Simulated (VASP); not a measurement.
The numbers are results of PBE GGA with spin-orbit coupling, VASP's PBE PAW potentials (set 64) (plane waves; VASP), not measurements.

VASP input:

POSCAR:
```
PtS2
1
    1.7700000000    -3.0657300000     0.0000000000
    1.7700000000     3.0657300000     0.0000000000
    0.0000000000     0.0000000000     5.0400000000
Pt S
1 2
Direct
  0.0000000000   0.0000000000   0.0000000000
  0.3333330000   0.6666670000   0.2300000000
  0.6666670000   0.3333330000   0.7700000000
```

### INCAR
```
LASPH=.TRUE.   # aspherical one-centre terms
NELM=100
ENCUT=400   # plane-wave cut-off (eV)
LWAVE=.FALSE.
SIGMA=0.05   # width (eV)
ALGO=Normal   # blocked Davidson
ISMEAR=0   # Gaussian
LREAL=.FALSE.
LCHARG=.FALSE.
PREC=Accurate
SYSTEM=PtS2
EDIFF=1E-6
MAGMOM=9*0
LSORBIT=.TRUE.
GGA=PE
ISIF=2
GGA_COMPAT=.FALSE.
LMAXMIX=6   # l cut-off of mixed one-centre charges
```

KPOINTS:
```
Regular mesh
0
G
  6 6 4
```

POTCAR, in this order: Pt S (PBE.64 set). Program: vasp_ncl.

The run wrote:

### OSZICAR
```
       N       E                     dE             d eps       ncg     rms          rms(c)
DAV:   1     0.108195494970E+03    0.10820E+03   -0.88660E+03  1464   0.107E+03
DAV:   2    -0.104549847982E+02   -0.11865E+03   -0.11405E+03  1820   0.237E+02
DAV:   3    -0.169865504966E+02   -0.65316E+01   -0.64259E+01  1726   0.564E+01
DAV:   4    -0.171026421433E+02   -0.11609E+00   -0.11597E+00  1802   0.843E+00
DAV:   5    -0.171049885100E+02   -0.23464E-02   -0.23459E-02  1750   0.115E+00    0.217E+01
DAV:   6    -0.158840067254E+02    0.12210E+01   -0.71815E+00  1494   0.297E+01    0.141E+01
DAV:   7    -0.157022595410E+02    0.18175E+00   -0.13133E+00  1542   0.129E+01    0.694E+00
DAV:   8    -0.156865529145E+02    0.15707E-01   -0.88311E-02  1622   0.201E+00    0.266E+00
DAV:   9    -0.156771961522E+02    0.93568E-02   -0.16213E-02  1634   0.154E+00    0.570E-01
DAV:  10    -0.156770305499E+02    0.16560E-03   -0.45665E-03  1680   0.559E-01    0.175E-01
DAV:  11    -0.156771155594E+02   -0.85009E-04   -0.29281E-04  1628   0.147E-01    0.102E-01
DAV:  12    -0.156771459850E+02   -0.30426E-04   -0.30023E-05  1770   0.509E-02    0.365E-02
DAV:  13    -0.156771485208E+02   -0.25358E-05   -0.65665E-06  1622   0.251E-02    0.133E-02
DAV:  14    -0.156771494447E+02   -0.92396E-06   -0.37307E-06  1626   0.162E-02
   1 F= -.15677149E+02 E0= -.15677149E+02  d E =-.389628E-11  mag=    -0.0000    -0.0000     0.0000
```

### OUTCAR
```
------------------------ aborting loop because EDIFF is reached ----------------------------------------
  FORCE on cell =-STRESS in cart. coord.  units (eV):
  Direction    XX          YY          ZZ          XY          YZ          ZX
  --------------------------------------------------------------------------------------
  Total        3.6638770      3.6638771      3.1896266     -0.0000000      0.0000000      0.0000000
  in kB      107.3207659    107.3207708     93.4292192     -0.0000000      0.0000000      0.0000000
  external PRESSURE =     102.6902520 kB  Pullay stress =       0.0000000 kB
  volume of cell :       54.70
      direct lattice vectors                 reciprocal lattice vectors
     1.770000000 -3.065730000  0.000000000     0.282485876 -0.163093293  0.000000000
     1.770000000  3.065730000  0.000000000     0.282485876  0.163093293  0.000000000
     0.000000000  0.000000000  5.040000000     0.000000000  0.000000000  0.198412698
 POSITION                                       TOTAL-FORCE (eV/Angst)
 -----------------------------------------------------------------------------------
      0.00000      0.00000      0.00000         0.000000      0.000000      0.000000
      1.77000      1.02191      1.15920         0.000000      0.000000      1.048505
      1.77000     -1.02191      3.88080        -0.000000     -0.000000     -1.048505
 -----------------------------------------------------------------------------------
    total drift:                                0.000000      0.000000     -0.000000
  FREE ENERGIE OF THE ION-ELECTRON SYSTEM (eV)
  ---------------------------------------------------
  free  energy   TOTEN  =       -15.6771494447 eV

  energy  without entropy=      -15.6771494447  energy(sigma->0) =      -15.67714944

 Ion:    1  E_soc:     -0.7627955

 Ion:    2  E_soc:      0.0005963

 Ion:    3  E_soc:      0.0005963
```
(Selected blocks of OUTCAR.)

The compound is PtS2 in the 1T layered structure. The cell was not relaxed at this level.
